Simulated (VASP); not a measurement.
Input:

```
PtSb2
1.0
    6.45855     0.00000     0.00000
    0.00000     6.45855     0.00000
    0.00000     0.00000     6.45855
Sb Pt
8 4
Direct
  0.62579   0.87421   0.12579
  0.12579   0.62579   0.87421
  0.62579   0.62579   0.62579
  0.37421   0.37421   0.37421
  0.87421   0.12579   0.62579
  0.87421   0.37421   0.12579
  0.12579   0.87421   0.37421
  0.37421   0.12579   0.87421
  0.00000   0.50000   0.50000
  0.50000   0.00000   0.50000
  0.00000   0.00000   0.00000
  0.50000   0.50000   0.00000
```

Method: PBEsol GGA, VASP's PBE PAW potentials (set 64) (plane waves; VASP 6.6.1). Run with 400 eV cut-off, 6×6×6 Γ-centred mesh, tetrahedra with Blöchl corrections, potentials Sb Pt.

Unless said otherwise, spin-orbit coupling is left out, though it shifts the bands of the heavy elements here.

Problem. Predict the energy per atom (σ→0), band gap (on the k-mesh) with the smallest direct gap where there is one.

Solution. 
- band gap (on the k-mesh) = none (metal, semimetal or under 0.01 eV)
- energy per atom (σ→0) = -5.866 eV/atom

The compound is PtSb2 in the pyrite structure. It was relaxed first.
